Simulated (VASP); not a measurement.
# ZrAl3B3N (P3m1) in VASP: notebook

One crystal, ZrAl3B3N, is run at these levels: PBE; tasks: relaxation of cell and atoms.

Program: VASP 6.6.1. These are calculated values, not measurements. Logs are shortened: lines on timing, memory, paths and dates and some standing lists are left out, and cuts for length are marked.

### Step 1. Starting point

Symmetry: P3m1, No. 156, trigonal system. Conventional cell: a = 3.100 Å, b = 3.100 Å, c = 11.200 Å, α = 90.00°, β = 90.00°, γ = 120.00°. Zr (site symmetry 3m) has 9 B at 2.31 to 2.49 Å as nearest neighbours. Al (site symmetry 3m) has 3 N at 2.17 Å and 6 B at 2.49 Å as nearest neighbours. Al (site symmetry 3m) has 3 N at 2.17 Å as nearest neighbours. Al (site symmetry 3m) has 3 B at 2.24 Å as nearest neighbours. B (site symmetry 3m) is surrounded by 3 B at 1.79 Å. Around B (site symmetry 3m) lie 3 B at 1.79 Å. B (site symmetry 3m) is surrounded by 3 Al at 2.24 Å and 3 Zr at 2.31 Å. Around N (site symmetry 3m) lie 6 Al at 2.17 Å.

The cell was built by a generator and needn't be a form met in nature.

### Step 2. Relaxation of cell and atoms, PBE

Input file INCAR:

```
PREC = Normal
ENCUT = 520
EDIFF = 1E-4
ISMEAR = 0
SIGMA = 0.15
LREAL = False
LASPH = True
NELM = 60
ALGO = Fast
ISIF = 3
LWAVE = False
LCHARG = False
GGA = PE
IBRION = 2
NSW = 24
EDIFFG = -0.08
KPAR = 2
```

Input file KPOINTS:

```
regular mesh
0
Gamma
  5 5 2
```

Input file POSCAR:

```
ZrAl3B3N
1.0
    3.1000000000      0.0000000000      0.0000000000
   -1.5500000000      2.6846787500      0.0000000000
    0.0000000000      0.0000000000     11.2000000000
Zr Al B N
1 3 3 1
Direct
    0.3333333300      0.6666666700      0.0000000000
    0.3333333300      0.6666666700      0.3100000000
    0.6666666700      0.3333333300      0.5300000000
    0.0000000000      0.0000000000      0.7500000000
    0.6666666700      0.3333333300      0.1550000000
    0.0000000000      0.0000000000      0.1550000000
    0.6666666700      0.3333333300      0.8700000000
    0.0000000000      0.0000000000      0.4200000000
```

Potentials or basis: VASP PAW PBE potentials, release 64 (Zr_sv, Al, B, N).

Started as:

```bash
$ cat potpaw_PBE.64/Zr_sv/POTCAR potpaw_PBE.64/Al/POTCAR potpaw_PBE.64/B/POTCAR potpaw_PBE.64/N/POTCAR > POTCAR
$ mpirun -np 2 vasp_std > vasp.out
```

OUTCAR:

```text
PREC = Normal
   ENCUT = 520
   EDIFF = 1E-4
   ISMEAR = 0
   LREAL = False
   LASPH = True
   NELM = 60
   ISIF = 3
   GGA = PE
   IBRION = 2
   NSW = 24
   EDIFFG = -0.08

 ion  position               nearest neighbor table
   1  0.333  0.667  0.000-   7 2.31   7 2.31   7 2.31   5 2.49   5 2.49   6 2.49   6 2.49   6 2.49
                             5 2.49   4 3.32   4 3.32   4 3.32   2 3.47
   2  0.333  0.667  0.310-   8 2.17   8 2.17   8 2.17   5 2.49   6 2.49   5 2.49   6 2.49   6 2.49
                             5 2.49   3 3.05   3 3.05   3 3.05   1 3.47
   3  0.667  0.333  0.530-   8 2.17   8 2.17   8 2.17   2 3.05   4 3.05   2 3.05   4 3.05   4 3.05
                             2 3.05
   4  0.000  0.000  0.750-   7 2.24   7 2.24   7 2.24   3 3.05   3 3.05   3 3.05   1 3.32   1 3.32
                             1 3.32
   5  0.667  0.333  0.155-   6 1.79   6 1.79   6 1.79   2 2.49   1 2.49   2 2.49   1 2.49   1 2.49
                             2 2.49
   6  0.000  0.000  0.155-   5 1.79   5 1.79   5 1.79   1 2.49   2 2.49   1 2.49   2 2.49   1 2.49
                             2 2.49
   7  0.667  0.333  0.870-   4 2.24   4 2.24   4 2.24   1 2.31   1 2.31   1 2.31
   8  0.000  0.000  0.420-   2 2.17   3 2.17   2 2.17   3 2.17   3 2.17   2 2.17

  LATTYP: Found a hexagonal cell.
 ALAT       =     3.1000000000
 C/A-ratio  =     3.6129032258

  Lattice vectors:

 A1 = (   3.1000000000,   0.0000000000,   0.0000000000)
 A2 = (  -1.5500000000,   2.6846787500,   0.0000000000)
 A3 = (   0.0000000000,   0.0000000000,  11.2000000000)

Analysis of symmetry for initial positions (statically):
=====================================================================
 Subroutine PRICEL returns:
 Original cell was already a primitive cell.

 Routine SETGRP: Setting up the symmetry group for a
 hexagonal supercell.

 Subroutine GETGRP returns: Found  6 space group operations
 (whereof  6 operations were pure point group operations)
 out of a pool of 24 trial point group operations.

The static configuration has the point symmetry C_3v.

Analysis of symmetry for dynamics (positions and initial velocities):
=====================================================================
 Subroutine PRICEL returns:
 Original cell was already a primitive cell.

 Routine SETGRP: Setting up the symmetry group for a
 hexagonal supercell.

 Subroutine GETGRP returns: Found  6 space group operations
 (whereof  6 operations were pure point group operations)
 out of a pool of 24 trial point group operations.

The dynamic configuration has the point symmetry C_3v.

 Subroutine INISYM returns: Found  6 space group operations
 (whereof  6 operations are pure point group operations),
 and found     1 'primitive' translations

----------------------------------------------------------------------------------------

                                     Primitive cell

  volume of cell :      93.2120

  direct lattice vectors                    reciprocal lattice vectors
     3.100000000  0.000000000  0.000000000     0.322580645  0.186242022  0.000000000
    -1.550000000  2.684678750  0.000000000     0.000000000  0.372484045  0.000000000
     0.000000000  0.000000000 11.200000000     0.000000000  0.000000000  0.089285714

  length of vectors
     3.100000000  3.099999999 11.200000000     0.372484045  0.372484045  0.089285714

  position of ions in fractional coordinates (direct lattice)
     0.333333330  0.666666670  0.000000000
     0.333333330  0.666666670  0.310000000
     0.666666670  0.333333330  0.530000000
     0.000000000  0.000000000  0.750000000
     0.666666670  0.333333330  0.155000000
     0.000000000  0.000000000  0.155000000
     0.666666670  0.333333330  0.870000000
     0.000000000  0.000000000  0.420000000

  ion indices of the primitive-cell ions
   primitive index   ion index
                 1           1
                 2           2
                 3           3
                 4           4
                 5           5
                 6           6
                 7           7
                 8           8

----------------------------------------------------------------------------------------

 KPOINTS: regular mesh

Automatic generation of k-mesh.
 Grid dimensions read from file:
 generate k-points for:    5    5    2

 Generating k-lattice:

  Cartesian coordinates                     Fractional coordinates (reciprocal lattice)
     0.064516129  0.037248404  0.000000000     0.200000000  0.000000000  0.000000000
     0.000000000  0.074496809  0.000000000     0.000000000  0.200000000  0.000000000
     0.000000000  0.000000000  0.044642857     0.000000000  0.000000000  0.500000000

  Length of vectors
     0.074496809  0.074496809  0.044642857

  Shift w.r.t. Gamma in fractional coordinates (k-lattice)
     0.000000000  0.000000000  0.000000000

 Subroutine IBZKPT returns following result:
 ===========================================

 Found     10 irreducible k-points:

 Following reciprocal coordinates:
            Coordinates               Weight
  0.000000  0.000000  0.000000      1.000000
  0.200000  0.000000  0.000000      6.000000
  0.400000  0.000000  0.000000      6.000000
  0.200000  0.200000  0.000000      6.000000
  0.400000  0.200000  0.000000      6.000000
  0.000000  0.000000  0.500000      1.000000
  0.200000  0.000000  0.500000      6.000000
  0.400000  0.000000  0.500000      6.000000
  0.200000  0.200000  0.500000      6.000000
  0.400000  0.200000  0.500000      6.000000
   k-points           NKPTS =     10   k-points in BZ     NKDIM =     10   number of bands    NBANDS=     22
   number of dos      NEDOS =    301   number of ions     NIONS =      8
   total plane-waves  NPLWV =  20736
   dimension x,y,z NGX =    18 NGY =   18 NGZ =   64
   dimension x,y,z NGXF=    36 NGYF=   36 NGZF=  128
   ions per type =               1   3   3   1
   NGX,Y,Z   is equivalent  to a cutoff of   9.65,  9.65,  9.50 a.u.
   NGXF,Y,Z  is equivalent  to a cutoff of  19.31, 19.31, 19.00 a.u.
 SYSTEM =  unknown system
   PREC   = normal    normal or accurate (medium, high low for compatibility)
   ISTART =      0    job   : 0-new  1-cont  2-samecut
   ICHARG =      2    charge: 1-file 2-atom 10-const
   ISPIN  =      1    spin polarized calculation?
   LNONCOLLINEAR =      F non collinear calculations
   LSORBIT =      F    spin-orbit coupling
   LASPH  =      T    aspherical Exc in radial PAW
   ENCUT  =  520.0 eV  38.22 Ry    6.18 a.u.   5.76  5.76 20.82*2*pi/ulx,y,z
   NELM   =     60;   NELMIN=  2; NELMDL= -5     # of ELM steps
   EDIFF  = 0.1E-03   stopping-criterion for ELM
   LREAL  =      F    real-space projection
   EDIFFG = -.8E-01   stopping-criterion for IOM
   NSW    =     24    number of steps for IOM
   IBRION =      2    ionic relax: 0-MD 1-quasi-New 2-CG
   NFREE  =      1    steps in history (QN), initial steepest desc. (CG)
   ISIF   =      3    stress and relaxation
   ISYM   =      2    0-nonsym 1-usesym 2-fastsym
   POTIM  = 0.5000    time-step for ionic-motion
   TEBEG  =    0.0;   TEEND  =   0.0 temperature during run
   PSTRESS=    0.0 pullay stress
   NELECT =      35.0000    total number of electrons
   NUPDOWN=      -1.0000    fix difference up-down
   EMIN   =  10.00;   EMAX   =-10.00  energy-range for DOS
   EFERMI =   0.00;   METHOD = LEGACY
   ISMEAR =     0;   SIGMA  =   0.15  broadening in eV -4-tet -1-fermi 0-gaus
   EFERMI_NEDOS =   21; number of points for ismear=-14 and -15
   IALGO  =     68    algorithm
   IMIX   =      4    mixing-type and parameters
     AMIX     =   0.40;   BMIX     =  1.00
     AMIX_MAG =   1.60;   BMIX_MAG =  1.00
  volume/ion in A,a.u.               =      11.65        78.63
  Fermi-wavevector in a.u.,A,eV,Ry     =   1.181064  2.231888 18.978938  1.394913
  Thomas-Fermi vector in A             =   2.317345
   LORBIT       =      0    0 simple, 1 ext, 2 COOP (PROOUT), +10 PAW based schemes
   GGA     = PE    functional components
   LHFCALC =     F    Hartree Fock is set to
   AEXX    =    0.0000 exact exchange contribution
   IVDW    =     0    specifies the selected vdW correction
   LEPSILON=     F    determine dielectric tensor
   LRPA    =     F    only Hartree local field effects (RPA)
 conjugate gradient relaxation of ions
 non-spin polarized calculation
 RMM-DIIS sequential band-by-band and
 Gauss-broadening in eV      SIGMA  =   0.15
  energy-cutoff  :      520.00
  volume of cell :       93.21
 maximum number of plane-waves:      2514
   NGX = 11   NGY = 11   NGZ = 41

--------------------------------------- Ionic step        1  -------------------------------------------

 number of electron      35.0000000 magnetization

 Free energy of the ion-electron system (eV)
  ---------------------------------------------------
  ext. energy  EPLUGINS =         0.00000000
  ---------------------------------------------------
  free energy    TOTEN  =       -49.70152709 eV

  energy without entropy =      -49.65726914  energy(sigma->0) =      -49.67939812

------------------------ aborting loop because EDIFF is reached ----------------------------------------

  FORCE on cell =-STRESS in cart. coord.  units (eV):
  Direction    XX          YY          ZZ          XY          YZ          ZX
  --------------------------------------------------------------------------------------
  -------------------------------------------------------------------------------------
  Total       -0.7600933     -0.7600933     -1.9596460      0.0000000      0.0000000     -0.0000000
  in kB      -13.0648803    -13.0648802    -33.6834189      0.0000000      0.0000000     -0.0000000
  external PRESSURE =     -19.9377265 kB  Pullay stress =       0.0000000 kB
[... 107 lines left out ...]
  FREE ENERGIE OF THE ION-ELECTRON SYSTEM (eV)
  ---------------------------------------------------
  free  energy   TOTEN  =       -50.0662624296 eV

  energy  without entropy=      -50.0354650761  energy(sigma->0) =      -50.05086375

[... ionic steps 4 to 7 ...]

--------------------------------------- Ionic step        8  -------------------------------------------

 number of electron      35.0000000 magnetization

------------------------ aborting loop because EDIFF is reached ----------------------------------------

  FORCE on cell =-STRESS in cart. coord.  units (eV):
  Direction    XX          YY          ZZ          XY          YZ          ZX
  --------------------------------------------------------------------------------------
  -------------------------------------------------------------------------------------
  Total        0.1332695      0.1332695      0.0856622      0.0000000      0.0000000     -0.0000000
  in kB        2.3798336      2.3798336      1.5296947      0.0000000      0.0000000     -0.0000000
  external PRESSURE =       2.0964540 kB  Pullay stress =       0.0000000 kB
[... 69 lines left out ...]
  energy  without entropy=      -50.1270996858  energy(sigma->0) =      -50.13767386

--------------------------------------- Ionic step       10  -------------------------------------------

 number of electron      34.9999999 magnetization

 Free energy of the ion-electron system (eV)
  ---------------------------------------------------
  ext. energy  EPLUGINS =         0.00000000
  ---------------------------------------------------
  free energy    TOTEN  =       -50.15036776 eV

  energy without entropy =      -50.13070149  energy(sigma->0) =      -50.14053463

 E-fermi :   9.1623     XC(G=0): -11.3992

 val. band max:        9.0792110121   @ k =   0.0000   0.0000   0.5000
 cond. band min:       9.3569986908   @ k =   0.4000   0.0000   0.5000
 fundamental gap:      0.2777876787
 Fermi energy:         9.1622996065

 k-point     1 :       0.0000    0.0000    0.0000
  band No.  band energies     occupation
      1     -39.2404      2.00000
      2     -17.5945      2.00000
      3     -16.7568      2.00000
      4     -16.7568      2.00000
      5      -8.0904      2.00000
      6      -4.0619      2.00000
[... 274 lines left out ...]
  FREE ENERGIE OF THE ION-ELECTRON SYSTEM (eV)
  ---------------------------------------------------
  free  energy   TOTEN  =       -50.1503677604 eV

  energy  without entropy=      -50.1307014897  energy(sigma->0) =      -50.14053463

 reached required accuracy - stopping structural energy minimisation
```

Wall time 34 s (2 MPI ranks of Intel Xeon Platinum 8488C (Sapphire Rapids), shared host); peak memory 0.16 GiB.

Results:

```yaml
Free_energy: -50.1504 eV
Relaxed_volume: 11.22 Å³/atom
Relaxed_cell: a = 3.087 Å, b = 3.087 Å, c = 10.878 Å, α = 90.00°, β = 90.00°, γ = 120.00°
Space_group_after_relaxing_to_0.05_Å: P3m1 (No. 156)
Energy_gained_by_relaxing: 56.1 meV/atom
Ionic_steps: 10
Pressure_after_relaxing: -0.1 GPa
Largest_force_after_relaxing: 0.073 eV/Å
Band_gap_on_the_k_mesh: none (metal or under the smearing width)
```

Forces on the atoms (eV/Å):
```
Zr   0.000  0.000 -0.073
Al   0.000  0.000  0.012
Al   0.000  0.000  0.033
Al   0.000  0.000  0.052
B    0.000  0.000  0.011
B    0.000  0.000 -0.058
B    0.000  0.000  0.017
N    0.000  0.000  0.006
```

Step by step:
```csv
step,energy change (eV),largest force (eV/Å),pressure (GPa),volume (Å³)
1,0.0000,2.4590,-1.99,93.21
2,-0.3296,0.8832,-0.15,91.27
3,-0.3647,0.7422,1.12,90.39
4,-0.4104,0.3998,-1.04,91.21
5,-0.4144,0.2595,-1.97,91.57
6,-0.4346,0.2971,0.40,89.83
7,-0.4347,0.2946,0.41,89.86
8,-0.4452,0.1599,0.21,89.72
9,-0.4467,0.1203,0.12,89.64
10,-0.4488,0.0726,-0.06,89.76
```

Final structure:
```
Zr Al B N
1.0
     3.08684    0.00000    0.00000
    -1.54342    2.67328    0.00000
     0.00000    0.00000   10.87789
Zr Al B N
1 3 3 1
Direct
  0.33333 0.66667 0.99345
  0.33333 0.66667 0.31426
  0.66667 0.33333 0.53512
  0.00000 0.00000 0.74348
  0.66667 0.33333 0.17031
  0.00000 0.00000 0.15976
  0.66667 0.33333 0.84991
  0.00000 0.00000 0.42370
```

Caveat: the k mesh is coarse (spacing up to 0.47 Å⁻¹), so the values aren't converged; the relaxation stopped at a loose force limit of 0.08 eV/Å, so its end isn't a converged minimum.

### Step 3. Relaxation of cell and atoms, PBE

This run uses another cell than the first one, of 12.86 Å³/atom, 1.104 times its volume.

INCAR is that of step 2.

Input file KPOINTS:

```
regular mesh
0
Gamma
  3 3 3
```

Input file POSCAR:

```
ZrAl3B3N
1.0
    4.2042782700      0.0000000000      0.0000000000
    0.0000000000      4.2042782700      0.0000000000
    0.0000000000      0.0000000000      5.8219423900
Zr Al B N
1 3 3 1
Direct
    0.5000000000      0.5000000000      0.5000000000
    0.0000000000      0.5000000000      0.0000000000
    0.5000000000      0.0000000000      0.0000000000
    0.5000000000      0.5000000000      0.0000000000
    0.0000000000      0.0000000000      0.2964686700
    0.0000000000      0.0000000000      0.7035313300
    0.0000000000      0.0000000000      0.0000000000
    0.0000000000      0.0000000000      0.5000000000
```

Potentials or basis: VASP PAW PBE potentials, release 64 (Zr_sv, Al, B, N).

Started as:

```bash
$ cat potpaw_PBE.64/Zr_sv/POTCAR potpaw_PBE.64/Al/POTCAR potpaw_PBE.64/B/POTCAR potpaw_PBE.64/N/POTCAR > POTCAR
$ mpirun -np 2 vasp_std > vasp.out
```

Wall time 48 s (2 MPI ranks of Intel Xeon Platinum 8488C (Sapphire Rapids), shared host); peak memory 0.15 GiB.

The run converged. Its results:

- Free energy: -43.5633 eV
- Relaxed volume: 17.26 Å³/atom
- Relaxed cell: a = 4.941 Å, b = 4.941 Å, c = 5.655 Å, α = 90.00°, β = 90.00°, γ = 90.00°
- Space group after relaxing (to 0.05 Å): P4/mmm (No. 123)
- Energy gained by relaxing: 818.7 meV/atom
- Ionic steps: 13
- Pressure after relaxing: 0.2 GPa
- Largest force after relaxing: 0.017 eV/Å
- Band gap on the k mesh: none (metal or under the smearing width)

Forces on the atoms (eV/Å):
```
Zr   0.000  0.000  0.000
Al   0.000  0.000  0.000
Al   0.000  0.000  0.000
Al   0.000  0.000  0.000
B    0.000  0.000  0.017
B    0.000  0.000 -0.017
B    0.000  0.000  0.000
N    0.000  0.000  0.000
```

Stress tensor (GPa, compression positive):
```
 0.38  0.00  0.00
 0.00  0.38  0.00
 0.00  0.00 -0.24
```

Step by step:
```
step  energy change (eV)  largest force (eV/Å)  pressure (GPa)  volume (Å³)
   1              0.0000               15.7267           38.53       102.91
   2             15.3888               43.7322           18.03       156.10
   3             -3.1607                6.8897            5.59       118.90
   4             -3.6849                5.0695            7.36       115.99
   5             -3.8109                2.5786           10.92       112.80
   6             -6.3977                2.8477            2.91       132.57
   7             -6.4040                2.8050            2.91       135.14
   8             -6.4100                2.8147            2.82       134.34
   9             -5.9530                7.5436            1.58       140.97
  10             -6.5327                0.5196            1.91       136.39
  11             -6.5329                0.4100            1.96       136.32
  12             -6.5303                0.4347           -1.55       139.97
  13             -6.5498                0.0174            0.17       138.05
```

Final structure:
```
Zr Al B N
1.0
     4.94098    0.00000    0.00000
     0.00000    4.94098    0.00000
     0.00000    0.00000    5.65485
Zr Al B N
1 3 3 1
Direct
  0.50000 0.50000 0.50000
  0.00000 0.50000 0.00000
  0.50000 0.00000 0.00000
  0.50000 0.50000 0.00000
  0.00000 0.00000 0.26692
  0.00000 0.00000 0.73308
  0.00000 0.00000 0.00000
  0.00000 0.00000 0.50000
```

Levels at points of the mesh, in eV from the Fermi level:
```tsv
k point	band 14	band 15	band 16	band 17	band 18	band 19	band 20	band 21
(0.00, 0.00, 0.00)	-2.82	-0.83	-0.67	-0.53	-0.53	0.31	0.50	0.60
```

Caveat: the k mesh is coarse (spacing up to 0.50 Å⁻¹), so the values aren't converged; the volume moved by over 15 % at a fixed basis, so the end points are rough; the relaxation stopped at a loose force limit of 0.08 eV/Å, so its end isn't a converged minimum.
